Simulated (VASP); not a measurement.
# RPA total energies of ZnSe (Stilleite), part 2 of 6

Aim: total energies of ZnSe (Stilleite) from exact exchange and RPA correlation, beside cheaper functionals. The scan starts from a database cell scaled to its smallest volume. The cell is of the zinc-blende type. The start is a cell from a database of measured crystal structures.

VASP 6.6.1, plane waves and PAW; the level of theory is named at each step.

So far. Step 3 (Exact exchange, volume ratio 0.92): The Hartree-Fock energy on these orbitals is -5.3035 eV an atom. Step 4 (Empty bands, volume ratio 0.92): WAVECAR now holds 684 bands for 18 electrons.

## 5. RPA correlation, volume ratio 0.92

This step: RPA correlation on LDA orbitals; plane waves and PAW (Se_GW, Zn_GW) (VASP 6.6.1).

The RPA correlation energy follows from the response function on imaginary frequencies; VASP computes it for a row of response cutoffs and extrapolates.

Contents of INCAR:

```
SYSTEM = ZnSe
PREC = Accurate
ENCUT = 370
ISMEAR = 0
SIGMA = 0.05
LREAL = .FALSE.
GGA = CA
NBANDS = 684
ALGO = ACFDT
ENCUTGW = 160
NOMEGA = 12
PRECFOCK = Fast
LWAVE = .FALSE.
LCHARG = .FALSE.
```

Contents of POSCAR:

```
ZnSe
1.0
    0.0000000000      2.7561222157      2.7561222157
    2.7561222157      0.0000000000      2.7561222157
    2.7561222157      2.7561222157      0.0000000000
Se Zn
1 1
Direct
    0.7500000000      0.7500000000      0.7500000000
    0.0000000000      0.0000000000      0.0000000000
```

Contents of KPOINTS:

```
Automatic mesh
0
Gamma
5 5 5
0 0 0
```

PAW data sets: Se_GW and Zn_GW (LDA family, release 64).

On the command line:

```sh
$ mpirun -np 4 vasp_std
```

Standard output:

```text
[banner, memory and clock lines left out]
running    4 mpi-ranks, on    1 nodes
 distrk:  each k-point on    4 cores,    1 groups
 distr:  one band on    1 cores,    4 groups

 POSCAR found type information on POSCAR SeZn
 POSCAR found :  2 types and       2 ions
 LDA part: xc-table for (Slater(with rela. corr.)+CA(PZ))
 , standard interpolation
 found WAVECAR, reading the header
 POSCAR, INCAR and KPOINTS ok, starting setup
 FFT: planning ... GRIDC
 FFT: planning ... GRID_SOFT
 FFT: planning ... GRID
 reading WAVECAR
 the WAVECAR file was read successfully
 initial charge from wavefunction
 available memory per node:    121.65 GB, setting MAXMEM to    124573

 The Fermi energy was updated, please check that it is located mid-gap
 values below the HOMO (VB) or above the LUMO (CB) will cause erroneous energies
 E-fermi :   4.0924

 the WAVEDER file was read successfully
 set NWRITE>2 for more details about minimax calculation
 number of imaginary grid points requested:      12
 number of distinct grids requested:  1
 quadrature errors minimized for energies in [ 0.140E+01, 0.376E+03 ]
 bosonic grid (T=0, re) determined with error: 0.5877E-07
 bosonic grid (re): 0.5877E-07
       0.3307       1.0753       2.0985       3.6913       6.3439
      10.9330      19.0887      33.9419      61.7481     115.9289
     231.0937     560.2855
energies w=
    0.000    0.331    0.000    1.075    0.000    2.098    0.000    3.691
    0.000    6.344    0.000   10.933    0.000   19.089    0.000   33.942
    0.000   61.748    0.000  115.929    0.000  231.094    0.000  560.286
 responsefunction array rank=     200
 LDA part: xc-table for (Slater(with rela. corr.)+CA(PZ))
 , standard interpolation

 min. memory requirement per mpi rank    319.6 MB, per node   1278.2 MB

 allocating   3 responsefunctions rank=   200
 shmem allocating  12 responsefunctions rank=   200
 response function shared by NCSHMEM nodes    1
 Doing            3  frequencies on each core in blocks of           12
NQ=   1    0.0000    0.0000    0.0000,
|.........|.........|.........|.........
 performed       9078000 updates of chi_q(r,r)
 total number of BLAS operations       2379.25 Gflops
NQ=   2    0.2000    0.0000    0.0000,
|.........|.........|.........|.........
 performed      18156000 updates of chi_q(r,r)
 total number of BLAS operations       5084.43 Gflops
NQ=   3    0.4000    0.0000    0.0000,
|.........|.........|.........|.........
 performed      27234000 updates of chi_q(r,r)
 total number of BLAS operations       7678.65 Gflops
NQ=   4    0.2000    0.2000    0.0000,
|.........|.........|.........|.........
 performed      36312000 updates of chi_q(r,r)
 total number of BLAS operations      10191.16 Gflops
NQ=   5    0.4000    0.2000    0.0000,
|.........|.........|.........|.........
 performed      45390000 updates of chi_q(r,r)
 total number of BLAS operations      12785.38 Gflops
NQ=   6   -0.4000    0.2000    0.0000,
|.........|.........|.........|.........
 performed      54468000 updates of chi_q(r,r)
 total number of BLAS operations      15407.12 Gflops
NQ=   7   -0.2000    0.2000    0.0000,
|.........|.........|.........|.........
 performed      63546000 updates of chi_q(r,r)
 total number of BLAS operations      18312.09 Gflops
NQ=   8    0.4000    0.4000    0.0000,
|.........|.........|.........|.........
 performed      72624000 updates of chi_q(r,r)
 total number of BLAS operations      21045.38 Gflops
NQ=   9   -0.4000    0.4000    0.0000,
|.........|.........|.........|.........
 performed      81702000 updates of chi_q(r,r)
 total number of BLAS operations      23778.68 Gflops
NQ=  10   -0.4000    0.4000    0.2000,
|.........|.........|.........|.........
 performed      90780000 updates of chi_q(r,r)
 total number of BLAS operations      26568.61 Gflops
 entering main loop
```

Wall time 5.5 min (4 MPI ranks of Intel Xeon Platinum 8488C (Sapphire Rapids), shared host); peak memory 1.6 GiB; 22 min of CPU time.

Parts of OUTCAR (step 5):

```text
   k-points           NKPTS =     10   k-points in BZ     NKDIM =    125   number of bands    NBANDS=    684

   NELECT =      18.0000    total number of electrons

 E-fermi :   4.0924

 Hartree contr. to MP2           -2.704565      0.000000

 Hartree contr. to MP2           -1.265750      0.000000

 Hartree contr. to MP2           -2.493398      0.000000

 Hartree contr. to MP2           -5.025916      0.000000

      cutoff energy     smooth cutoff   RPA   correlation   Hartree contr. to MP2

      cutoff energy     smooth cutoff   RPA   correlation   Hartree contr. to MP2
---------------------------------------------------------------------------------
            160.000           128.000      -17.1328101718      -27.3645623076
            152.381           121.905      -16.8891708623      -26.9375642686
            145.125           116.100      -16.6385556818      -26.5014671949
            138.214           110.571      -16.3781906639      -26.0521107534
            131.632           105.306      -16.1115649850      -25.5961335679
            125.364           100.291      -15.8389521494      -25.1345606233
            119.394            95.516      -15.5594966809      -24.6668303600
            113.709            90.967      -15.2781884668      -24.2019416195
  linear regression

  converged value                          -19.8633918625      -32.0057183884

[... 7 parts as in an earlier step ...]

[... 2 further parts left out ...]
```

This step gave:

```
RPA correlation energy : -19.86 eV
```

The correlation energy is -9.9317 eV an atom. With exact exchange the total is -15.2352 eV an atom.

## 6. Comparison: r2SCAN, volume ratio 0.92

This step: r2SCAN; plane waves and PAW (Se_GW, Zn_GW) (VASP 6.6.1).

For comparison the same cell is computed with r2SCAN.

Contents of INCAR:

```
SYSTEM = ZnSe
PREC = Accurate
ENCUT = 370
EDIFF = 1E-06
NELM = 100
ISMEAR = 0
SIGMA = 0.05
LREAL = .FALSE.
ALGO = Normal
METAGGA = R2SCAN
LASPH = .TRUE.
NBANDS = 15
LWAVE = .FALSE.
LCHARG = .FALSE.
KPAR = 4
```

POSCAR is that of step 5.

KPOINTS is that of step 5.

On the command line:

```sh
$ mpirun -np 4 vasp_std
```

Standard output:

```text
[banner, memory and clock lines left out]
running    4 mpi-ranks, on    1 nodes
 distrk:  each k-point on    1 cores,    4 groups
 distr:  one band on    1 cores,    1 groups

 POSCAR found type information on POSCAR SeZn
 POSCAR found :  2 types and       2 ions
|                                                                             |
|               ----> ADVICE to this user running VASP <----                  |
|                                                                             |
|     You enforced a specific xc type in the INCAR file but a different       |
|     [... a line on the potential file left out ...]
|     I HOPE YOU KNOW WHAT YOU ARE DOING!                                     |
|                                                                             |

 LDA part: xc-table for (None), standard interpolation
 POSCAR, INCAR and KPOINTS ok, starting setup
 FFT: planning ... GRIDC
 FFT: planning ... GRID_SOFT
 FFT: planning ... GRID
 WAVECAR not read
 entering main loop
       N       E                     dE             d eps       ncg     rms          rms(c)
DAV:   1    -0.174793E+03   -0.17479E+03   -0.73354E+03   308   0.177E+03
DAV:   2    -0.286840E+03   -0.11205E+03   -0.10636E+03   342   0.295E+02
DAV:   3    -0.294168E+03   -0.73278E+01   -0.72290E+01   468   0.757E+01
DAV:   4    -0.294312E+03   -0.14377E+00   -0.14374E+00   351   0.879E+00
DAV:   5    -0.294315E+03   -0.32428E-02   -0.32428E-02   476   0.152E+00    0.255E+00
DAV:   6    -0.291353E+03    0.29624E+01   -0.16481E+00   391   0.703E+01    0.186E+00
DAV:   7    -0.291284E+03    0.69126E-01   -0.48317E-01   405   0.266E+01    0.800E-01
DAV:   8    -0.291295E+03   -0.11016E-01   -0.46620E-02   357   0.314E+00    0.382E-01
DAV:   9    -0.291296E+03   -0.10583E-02   -0.32706E-02   419   0.936E+00    0.176E-01
DAV:  10    -0.291295E+03    0.81579E-03   -0.37429E-03   454   0.251E+00    0.847E-02
DAV:  11    -0.291295E+03    0.18943E-03   -0.65104E-04   405   0.118E+00    0.291E-02
DAV:  12    -0.291295E+03    0.38841E-04   -0.72289E-05   485   0.246E-01    0.132E-02
DAV:  13    -0.291295E+03    0.14500E-04   -0.36248E-05   415   0.327E-01    0.230E-03
DAV:  14    -0.291295E+03   -0.21237E-05   -0.31743E-06   285   0.181E-02    0.195E-03
DAV:  15    -0.291295E+03   -0.70152E-06   -0.47639E-07   171   0.313E-02
   1 F= -.29129455E+03 E0= -.29129455E+03  d E =-.292062E-12
```

Wall time 8.4 s (4 MPI ranks); peak memory 0.51 GiB; 30 s of CPU time.

Parts of OUTCAR (step 6):

```text
   NELECT =      18.0000    total number of electrons

 E-fermi :   3.6107

 k-point     1 :       0.0000    0.0000    0.0000
  band No.  band energies     occupation
    ...
      5      -3.2041      2.00000
      6      -3.2041      2.00000
      7       3.3785      2.00000
      8       3.3785      2.00000
      9       3.3785      2.00000
     10       5.5893      0.00000
     11       9.6508      0.00000
     12       9.6509      0.00000
     13       9.6509      0.00000
     14      14.3299      0.00000
    ...

  Total        1.6757660      1.6757660      1.6757660      0.0000000      0.0000000     -0.0000000
  in kB       64.1207440     64.1207440     64.1207440      0.0000000      0.0000000     -0.0000000
  external PRESSURE =      64.1207440 kB  Pullay stress =       0.0000000 kB

 POSITION                                       TOTAL-FORCE (eV/Angst)
 -----------------------------------------------------------------------------------
      4.13418      4.13418      4.13418         0.000000      0.000000      0.000000
      0.00000      0.00000      0.00000        -0.000000     -0.000000     -0.000000
 -----------------------------------------------------------------------------------
    total drift:                                0.000019      0.000019      0.000017

  FREE ENERGIE OF THE ION-ELECTRON SYSTEM (eV)
  ---------------------------------------------------
  free  energy   TOTEN  =      -291.2945496159 eV

  energy  without entropy=     -291.2945496159  energy(sigma->0) =     -291.29454962

[... 8 parts as in an earlier step ...]

[... 8 further parts left out ...]
```

This step gave:

```yaml
free_energy_toten: -291.2945 eV
fermi_energy: 3.611 eV
pressure: 6.412 GPa
gap_on_the_k_mesh: 2.211 eV
least_direct_gap_on_the_k_mesh: 2.211 eV
```

Its energy is -145.6473 eV an atom, on a zero of its own.

## 7. Orbitals for comparison: HSE06, volume ratio 0.92

This step: LDA; plane waves and PAW (Se_GW, Zn_GW) (VASP 6.6.1).

A hybrid converges faster from good orbitals, so a cheap LDA run writes WAVECAR first.

Contents of INCAR:

```
SYSTEM = ZnSe
PREC = Accurate
ENCUT = 370
EDIFF = 1E-05
NELM = 100
ISMEAR = 0
SIGMA = 0.05
LREAL = .FALSE.
ALGO = Normal
GGA = CA
NBANDS = 15
LORBIT = 11
LWAVE = .TRUE.
LCHARG = .FALSE.
KPAR = 4
```

POSCAR is that of step 6.

KPOINTS is that of step 6.

On the command line:

```sh
$ mpirun -np 4 vasp_std
```

Standard output:

```text
[... set-up lines as in an earlier step ...]
 entering main loop
       N       E                     dE             d eps       ncg     rms          rms(c)
[... 10 cycles as in an earlier step ...]
DAV:  11    -0.734640E+01   -0.36347E-05   -0.33888E-06   178   0.446E-02
   1 F= -.73464022E+01 E0= -.73464022E+01  d E =-.340385E-13
 writing wavefunctions
```

The job ended after 2 s (4 MPI ranks; peak memory 0.46 GiB; 4.4 s of CPU time).

OUTCAR, selected parts (step 7):

```text
   NELECT =      18.0000    total number of electrons

 E-fermi :   3.6375

 k-point     1 :       0.0000    0.0000    0.0000
  band No.  band energies     occupation
    ...
      5      -3.1820      2.00000
      6      -3.1820      2.00000
      7       3.3940      2.00000
      8       3.3940      2.00000
      9       3.3940      2.00000
     10       4.7905      0.00000
     11       9.0525      0.00000
     12       9.0525      0.00000
     13       9.0525      0.00000
     14      13.3585      0.00000
    ...

  Total        0.7329044      0.7329044      0.7329044     -0.0000000      0.0000000      0.0000000
  in kB       28.0435176     28.0435176     28.0435176     -0.0000000      0.0000000      0.0000000
  external PRESSURE =      28.0435176 kB  Pullay stress =       0.0000000 kB

 POSITION                                       TOTAL-FORCE (eV/Angst)
 -----------------------------------------------------------------------------------
      4.13418      4.13418      4.13418        -0.000000     -0.000000      0.000000
      0.00000      0.00000      0.00000         0.000000      0.000000     -0.000000
 -----------------------------------------------------------------------------------
    total drift:                                0.000002      0.000002      0.000002

  FREE ENERGIE OF THE ION-ELECTRON SYSTEM (eV)
  ---------------------------------------------------
  free  energy   TOTEN  =        -7.3464021815 eV

  energy  without entropy=       -7.3464021815  energy(sigma->0) =       -7.34640218

[... 8 parts as in an earlier step ...]

[... 9 further parts left out ...]
```

This step gave:

| Property | Result |
| --- | --- |
| free energy (TOTEN) | -7.346 eV |
| Fermi energy | 3.638 eV |
| pressure | 2.804 GPa |
| gap on the k-mesh | 1.396 eV |
| least direct gap on the k-mesh | 1.396 eV |

The run ends at a pressure of 2.80 GPa.

## 8. Comparison: HSE06, volume ratio 0.92

This step: HSE06; plane waves and PAW (Se_GW, Zn_GW) (VASP 6.6.1).

For comparison the same cell is computed with HSE06.

Contents of INCAR:

```
SYSTEM = ZnSe
PREC = Accurate
ENCUT = 370
EDIFF = 1E-06
NELM = 100
ISMEAR = 0
SIGMA = 0.05
LREAL = .FALSE.
ALGO = Normal
LHFCALC = .TRUE.
AEXX = 0.25
GGA = PE
HFSCREEN = 0.2
LASPH = .TRUE.
NBANDS = 15
PRECFOCK = Fast
LWAVE = .FALSE.
LCHARG = .FALSE.
KPAR = 4
```

POSCAR is that of step 7.

KPOINTS is that of step 7.

The run starts from files that an earlier step left in the folder.

On the command line:

```sh
$ mpirun -np 4 vasp_std
```

Standard output:

```text
[banner, memory and clock lines left out]
running    4 mpi-ranks, on    1 nodes
 distrk:  each k-point on    1 cores,    4 groups
 distr:  one band on    1 cores,    1 groups

 POSCAR found type information on POSCAR SeZn
 POSCAR found :  2 types and       2 ions
 [... a notice as in an earlier step ...]

 LDA part: xc-table for (Slater+PW92), standard interpolation
 found WAVECAR, reading the header
 POSCAR, INCAR and KPOINTS ok, starting setup
 FFT: planning ... GRIDC
 FFT: planning ... GRID_SOFT
 FFT: planning ... GRID
 reading WAVECAR
 the WAVECAR file was read successfully
 initial charge from wavefunction
 entering main loop
       N       E                     dE             d eps       ncg     rms          rms(c)
DAV:   1    -0.736393E+01   -0.73639E+01   -0.11296E+00   449   0.571E+01    0.152E+00
DAV:   2    -0.730661E+01    0.57322E-01   -0.29877E-01   405   0.242E+01    0.431E-01
DAV:   3    -0.730879E+01   -0.21816E-02   -0.18323E-02   443   0.361E+00    0.195E-01
DAV:   4    -0.730806E+01    0.73795E-03   -0.18584E-03   464   0.178E+00    0.118E-01
DAV:   5    -0.730801E+01    0.42014E-04   -0.30481E-04   464   0.332E-01    0.730E-02
DAV:   6    -0.730799E+01    0.21403E-04   -0.36780E-05   448   0.140E-01    0.428E-02
DAV:   7    -0.730798E+01    0.86951E-05   -0.50908E-06   328   0.360E-02    0.257E-02
DAV:   8    -0.730798E+01    0.28202E-05   -0.21950E-06   377   0.124E-02    0.157E-02
DAV:   9    -0.730798E+01    0.37285E-06   -0.68352E-07   262   0.707E-03
   1 F= -.73079808E+01 E0= -.73079808E+01  d E =-.235124E-17
```

Wall time 44 s (4 MPI ranks); peak memory 0.88 GiB; 2.9 min of CPU time.

OUTCAR, selected parts (step 8):

```text
   k-points           NKPTS =     10   k-points in BZ     NKDIM =    125   number of bands    NBANDS=     15

   NELECT =      18.0000    total number of electrons

 E-fermi :   3.2979

 k-point     1 :       0.0000    0.0000    0.0000
  band No.  band energies     occupation
    ...
      5      -5.1484      2.00000
      6      -5.1484      2.00000
      7       3.0094      2.00000
      8       3.0094      2.00000
      9       3.0094      2.00000
     10       5.7921      0.00000
     11       9.9600      0.00000
     12       9.9600      0.00000
     13       9.9601      0.00000
     14      14.6904      0.00000
    ...

 POSITION                                       TOTAL-FORCE (eV/Angst)
 -----------------------------------------------------------------------------------
      4.13418      4.13418      4.13418        -0.000000     -0.000000     -0.000000
      0.00000      0.00000      0.00000         0.000000      0.000000      0.000000
 -----------------------------------------------------------------------------------
    total drift:                                0.000188      0.000110      0.000107

  FREE ENERGIE OF THE ION-ELECTRON SYSTEM (eV)
  ---------------------------------------------------
  free  energy   TOTEN  =        -7.3079807810 eV

  energy  without entropy=       -7.3079807810  energy(sigma->0) =       -7.30798078

[... 8 parts as in an earlier step ...]

[... 8 further parts left out ...]
```

The k-mesh is coarse for exact exchange; levels may shift by about 0.1 eV on a finer one.

Read from the output:

* free energy (TOTEN): -7.308 eV
* Fermi energy: 3.298 eV
* gap on the k-mesh: 2.783 eV
* least direct gap on the k-mesh: 2.783 eV

Its energy is -3.6540 eV an atom, on a zero of its own.

## 9. Orbitals, volume ratio 0.96

This step: LDA; plane waves and PAW (Se_GW, Zn_GW) (VASP 6.6.1).

The same chain follows at a volume ratio of 0.96.

Contents of INCAR:

```
SYSTEM = ZnSe
PREC = Accurate
ENCUT = 370
EDIFF = 1E-08
NELM = 100
ISMEAR = 0
SIGMA = 0.05
LREAL = .FALSE.
ALGO = Normal
GGA = CA
NBANDS = 15
LORBIT = 11
LWAVE = .TRUE.
LCHARG = .FALSE.
KPAR = 4
```

Contents of POSCAR:

```
ZnSe
1.0
    0.0000000000      2.7955007105      2.7955007105
    2.7955007105      0.0000000000      2.7955007105
    2.7955007105      2.7955007105      0.0000000000
Se Zn
1 1
Direct
    0.7500000000      0.7500000000      0.7500000000
    0.0000000000      0.0000000000      0.0000000000
```

KPOINTS is that of step 8.

On the command line:

```sh
$ mpirun -np 4 vasp_std
```

Standard output:

```text
[... set-up lines as in an earlier step ...]
 entering main loop
       N       E                     dE             d eps       ncg     rms          rms(c)
DAV:   1     0.107390E+03    0.10739E+03   -0.72418E+03   300   0.176E+03
DAV:   2    -0.167318E+01   -0.10906E+03   -0.10201E+03   370   0.287E+02
DAV:   3    -0.759136E+01   -0.59182E+01   -0.58919E+01   448   0.654E+01
DAV:   4    -0.768043E+01   -0.89067E-01   -0.89029E-01   357   0.628E+00
[...]
DAV:  11    -0.735812E+01   -0.32677E-05   -0.45505E-06   410   0.531E-02    0.158E-03
DAV:  12    -0.735812E+01   -0.23644E-07   -0.39088E-07   498   0.228E-02    0.771E-04
DAV:  13    -0.735812E+01   -0.51002E-08   -0.38246E-08   379   0.651E-03
   1 F= -.73581227E+01 E0= -.73581227E+01  d E =-.423023E-12
 writing wavefunctions
```

The job ended after 2.4 s (4 MPI ranks; peak memory 0.5 GiB; 6.5 s of CPU time).

From OUTCAR (step 9):

```text
  Total       -0.1490660     -0.1490660     -0.1490660      0.0000000      0.0000000      0.0000000
  in kB       -5.4661337     -5.4661337     -5.4661337      0.0000000      0.0000000      0.0000000
  external PRESSURE =      -5.4661337 kB  Pullay stress =       0.0000000 kB

 POSITION                                       TOTAL-FORCE (eV/Angst)
 -----------------------------------------------------------------------------------
      4.19325      4.19325      4.19325         0.000000     -0.000000     -0.000000
      0.00000      0.00000      0.00000        -0.000000      0.000000      0.000000
 -----------------------------------------------------------------------------------
    total drift:                               -0.000001     -0.000001     -0.000001

  FREE ENERGIE OF THE ION-ELECTRON SYSTEM (eV)
  ---------------------------------------------------
  free  energy   TOTEN  =        -7.3581226647 eV

  energy  without entropy=       -7.3581226647  energy(sigma->0) =       -7.35812266

[... 1 part as in an earlier step ...]

[... 2 further parts left out ...]
[key lines of the parts left out:]
E-fermi :   3.1753
```

The run ends at a pressure of -0.55 GPa.

(Part 2 of 6 ends here.)

[Long decimals in the printed logs are rounded to 6 places.]

[Lines on the potential files, build, host, timing and source positions are cut from VASP's logs without a mark.]

[Logs are printed without paths, hosts, clocks, repeated set-up lines and the standing remarks that a program may print on its own settings, such as how far it seeks lower states.]

[Hosts, paths, dates, database ids (printed as entryN), source tags and the programs' standing remarks are cut or masked in the printed files.]

[Measured values are set beside computed ones only where the two were judged alike; some that the calculation misses by far are left out.]

[Pressures printed for these runs are not shown converged in the cutoff: they can be off by several GPa and have the wrong sign.]
